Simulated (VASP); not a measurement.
These are TPSS meta-GGA, VASP's PBE PAW potentials (set 64) (plane waves; VASP 6.6.1) values and carry that method's errors.

The input files of a VASP run:

### KPOINTS
```
Automatic mesh
0
G
12 12 9
```

**POSCAR**
```
FePt
1.0
  2.7200000000   0.0000000000   0.0000000000
  0.0000000000   2.7200000000   0.0000000000
  0.0000000000   0.0000000000   3.7100000000
Fe Pt
1 1
Direct
  0.0000000000   0.0000000000   0.0000000000
  0.5000000000   0.5000000000   0.5000000000
```

INCAR:
```
ALGO = Normal
EDIFF = 1E-6
EDIFFG = -0.01
ENCUT = 520
IBRION = 2
ISIF = 3
ISMEAR = 1
ISPIN = 2
LASPH = .TRUE.
LCHARG = .FALSE.
LMAXMIX = 6
LMIXTAU = .TRUE.
LORBIT = 10
LREAL = .FALSE.
LWAVE = .FALSE.
MAGMOM = 3.0 0.0
METAGGA = TPSS
NELM = 100
NSW = 60
PREC = Accurate
SIGMA = 0.1
SYSTEM = FePt
```

POTCAR, in this order: Fe Pt (PBE.64 set). Program: vasp_std.

What VASP printed:

File OSZICAR:
```
       N       E                     dE             d eps       ncg     rms          rms(c)
DAV:   1     0.118285176295E+03    0.11829E+03   -0.10287E+04  9264   0.168E+03
DAV:   2    -0.600219292673E+01   -0.12429E+03   -0.11288E+03  9163   0.334E+02
DAV:   3    -0.129004587505E+02   -0.68983E+01   -0.64440E+01 11124   0.998E+01
DAV:   4    -0.130660629535E+02   -0.16560E+00   -0.16546E+00 11631   0.168E+01
DAV:   5    -0.130714495768E+02   -0.53866E-02   -0.53863E-02 12722   0.274E+00    0.215E+01
DAV:   6    -0.233217630835E+02   -0.10250E+02   -0.18687E+01  9532   0.607E+01    0.130E+01
DAV:   7    -0.233997602852E+02   -0.77997E-01   -0.39932E+00 11823   0.522E+01    0.905E+00
DAV:   8    -0.230095584009E+02    0.39020E+00   -0.13186E+00 10078   0.273E+01    0.550E+00
DAV:   9    -0.230393722076E+02   -0.29814E-01   -0.50984E-02  9980   0.307E+00    0.141E+00
DAV:  10    -0.230434635416E+02   -0.40913E-02   -0.12593E-02 10767   0.131E+00    0.854E-01
DAV:  11    -0.230428507941E+02    0.61275E-03   -0.98304E-03 10945   0.124E+00    0.234E-01
DAV:  12    -0.230426999199E+02    0.15087E-03   -0.13324E-03 10809   0.966E-01    0.100E-01
DAV:  13    -0.230427496093E+02   -0.49689E-04   -0.58788E-05 10985   0.102E-01    0.394E-02
DAV:  14    -0.230427567974E+02   -0.71881E-05   -0.18336E-05 11827   0.668E-02    0.167E-02
DAV:  15    -0.230427608059E+02   -0.40085E-05   -0.72126E-06 11263   0.455E-02    0.785E-03
DAV:  16    -0.230427598070E+02    0.99894E-06   -0.36533E-07  5026   0.132E-02
   1 F= -.23042760E+02 E0= -.23042294E+02  d E =-.230428E+02  mag=     3.3140
       N       E                     dE             d eps       ncg     rms          rms(c)
DAV:   1    -0.230446095593E+02   -0.18488E-02   -0.70993E-02  9373   0.230E+00    0.262E-01
DAV:   2    -0.230436552584E+02    0.95430E-03   -0.46747E-03 12092   0.118E+00    0.301E-01
DAV:   3    -0.230433538828E+02    0.30138E-03   -0.26194E-03 10798   0.140E+00    0.191E-01
DAV:   4    -0.230431642940E+02    0.18959E-03   -0.45247E-04 11209   0.497E-01    0.745E-02
DAV:   5    -0.230431429705E+02    0.21323E-04   -0.34695E-05 10360   0.571E-02    0.283E-02
DAV:   6    -0.230431382096E+02    0.47609E-05   -0.88730E-06 11979   0.509E-02    0.751E-03
DAV:   7    -0.230431378510E+02    0.35863E-06   -0.51094E-07  4788   0.991E-03
   2 F= -.23043138E+02 E0= -.23042663E+02  d E =-.378044E-03  mag=     3.3087
       N       E                     dE             d eps       ncg     rms          rms(c)
DAV:   1    -0.230435804766E+02   -0.44227E-03   -0.21479E-02  9366   0.127E+00    0.145E-01
DAV:   2    -0.230433104072E+02    0.27007E-03   -0.14645E-03 12171   0.667E-01    0.177E-01
DAV:   3    -0.230431962372E+02    0.11417E-03   -0.83953E-04 10778   0.789E-01    0.104E-01
DAV:   4    -0.230431417037E+02    0.54533E-04   -0.13141E-04 11225   0.266E-01    0.424E-02
DAV:   5    -0.230431343712E+02    0.73325E-05   -0.99501E-06 10186   0.303E-02    0.164E-02
DAV:   6    -0.230431326995E+02    0.16717E-05   -0.23597E-06  7642   0.286E-02    0.398E-03
DAV:   7    -0.230431324546E+02    0.24488E-06   -0.59886E-07  4468   0.103E-02
   3 F= -.23043132E+02 E0= -.23042659E+02  d E =-.372648E-03  mag=     3.3055
       N       E                     dE             d eps       ncg     rms          rms(c)
DAV:   1    -0.230449070152E+02   -0.17743E-02   -0.64494E-02  9548   0.286E+00    0.339E-01
DAV:   2    -0.230436431082E+02    0.12639E-02   -0.38488E-03 10284   0.139E+00    0.296E-01
DAV:   3    -0.230435432893E+02    0.99819E-04   -0.28816E-03 10632   0.142E+00    0.260E-01
DAV:   4    -0.230432511851E+02    0.29210E-03   -0.58235E-04 11142   0.626E-01    0.770E-02
DAV:   5    -0.230432341767E+02    0.17008E-04   -0.31755E-05 10020   0.551E-02    0.374E-02
DAV:   6    -0.230432313738E+02    0.28029E-05   -0.11048E-05 12490   0.408E-02    0.872E-03
DAV:   7    -0.230432311645E+02    0.20928E-06   -0.65611E-07  4935   0.899E-03
   4 F= -.23043231E+02 E0= -.23042786E+02  d E =-.987099E-04  mag=     3.2910
       N       E                     dE             d eps       ncg     rms          rms(c)
DAV:   1    -0.230434010379E+02   -0.16966E-03   -0.56243E-03  9478   0.846E-01    0.100E-01
DAV:   2    -0.230432896958E+02    0.11134E-03   -0.33803E-04 10318   0.409E-01    0.869E-02
DAV:   3    -0.230432835579E+02    0.61379E-05   -0.25302E-04 10627   0.417E-01    0.776E-02
DAV:   4    -0.230432545947E+02    0.28963E-04   -0.51929E-05 11124   0.188E-01    0.227E-02
DAV:   5    -0.230432530749E+02    0.15199E-05   -0.26950E-06  8306   0.175E-02    0.110E-02
DAV:   6    -0.230432522988E+02    0.77604E-06   -0.77544E-07  5733   0.123E-02
   5 F= -.23043252E+02 E0= -.23042797E+02  d E =-.119844E-03  mag=     3.2954
```

**OUTCAR**
```
------------------------ aborting loop because EDIFF is reached ----------------------------------------
  FORCE on cell =-STRESS in cart. coord.  units (eV):
  Direction    XX          YY          ZZ          XY          YZ          ZX
  --------------------------------------------------------------------------------------
  Total       -0.0039390     -0.0039390     -0.0149474      0.0000000     -0.0000000     -0.0000000
  in kB       -0.2297827     -0.2297827     -0.8719619      0.0000000     -0.0000000     -0.0000000
  external PRESSURE =      -0.4438424 kB  Pullay stress =       0.0000000 kB
  volume of cell :       27.46
      direct lattice vectors                 reciprocal lattice vectors
     2.712162954  0.000000000 -0.000000000     0.368709409 -0.000000000 -0.000000000
    -0.000000000  2.712162954 -0.000000000     0.000000000  0.368709409  0.000000000
     0.000000000 -0.000000000  3.733762083     0.000000000  0.000000000  0.267826385
 POSITION                                       TOTAL-FORCE (eV/Angst)
 -----------------------------------------------------------------------------------
      0.00000      0.00000      0.00000        -0.000000      0.000000      0.000000
      1.35608      1.35608      1.86688         0.000000     -0.000000      0.000000
 -----------------------------------------------------------------------------------
    total drift:                                0.000000      0.000000      0.000000
  FREE ENERGIE OF THE ION-ELECTRON SYSTEM (eV)
  ---------------------------------------------------
  free  energy   TOTEN  =       -23.0432522988 eV

  energy  without entropy=      -23.0418859840  energy(sigma->0) =      -23.04279686

 total charge

# of ion       s       p       d       tot
------------------------------------------
    1        0.408   0.458   6.100   6.967
    2        0.741   0.683   8.058   9.482
--------------------------------------------------
tot          1.149   1.142  14.158  16.449

 magnetization (x)

# of ion       s       p       d       tot
------------------------------------------
    1        0.000  -0.010   2.950   2.941
    2       -0.030  -0.073   0.411   0.309
--------------------------------------------------
tot         -0.029  -0.083   3.361   3.250

 reached required accuracy - stopping structural energy minimisation
```
(Selected blocks of OUTCAR.)

CONTCAR:
```
FePt
   1.00000000000000
     2.7121629542343593    0.0000000000000000   -0.0000000000000000
    -0.0000000000000000    2.7121629542343593   -0.0000000000000000
     0.0000000000000000   -0.0000000000000000    3.7337620831999780
  Fe              Pt
     1     1
Direct
     0.0000000000000000    0.0000000000000000    0.0000000000000000
     0.5000000000000000    0.5000000000000000    0.5000000000000000
```

### OUTCAR
```
 val. band max:        8.7189252858   @ k =   0.3333   0.2500   0.2222

 cond. band min:       8.7294707834   @ k =   0.4167   0.0833   0.4444


 Fermi energy:         8.7235752925

 spin component 1

 k-point     1 :       0.0000    0.0000    0.0000
  band No.  band energies     occupation
      1      -0.9064      1.00000
      2       2.2409      1.00000
      3       2.4965      1.00000
      4       5.2298      1.00000
      5       5.2298      1.00000
      6       5.7148      1.00000
      7       6.5361      1.00000
      8       6.6857      1.00000
      9       8.1847      1.00000
     10       8.2968      1.00000
     11       8.2968      1.00000
     12      10.9239      0.00000
     13      18.4225      0.00000
     14      20.5790      0.00000
     15      20.5790      0.00000

 k-point     2 :       0.0833    0.0000    0.0000
  band No.  band energies     occupation
      1      -0.7237      1.00000
      2       2.3453      1.00000
      3       2.6164      1.00000
      4       5.1553      1.00000
      5       5.2814      1.00000
      6       5.7643      1.00000
      7       6.4929      1.00000
      8       6.6856      1.00000
      9       7.7368      1.00000
     10       8.0182      1.00000
     11       8.2503      1.00000
     12      11.6532      0.00000
     13      18.2872      0.00000
     14      19.6480      0.00000
     15      20.9173      0.00000

 k-point     3 :       0.1667    0.0000    0.0000
  band No.  band energies     occupation
      1      -0.2034      1.00000
      2       2.5949      1.00000
      3       3.0038      1.00000
      4       4.9418      1.00000
      5       5.4322      1.00000
      6       5.8581      1.00000
      7       6.3775      1.00000
      8       6.7390      1.00000
      9       6.8125      1.00000
     10       7.5934      1.00000
     11       8.1132      1.00000
     12      13.0970      0.00000
     13      17.0956      0.00000
...
```

Unless said otherwise, spin-orbit coupling is left out, though it shifts the bands of the heavy elements here.

The compound is FePt in the L1_0 structure. This run relaxes it. Symmetry was kept, so distortions that lower it aren't found.
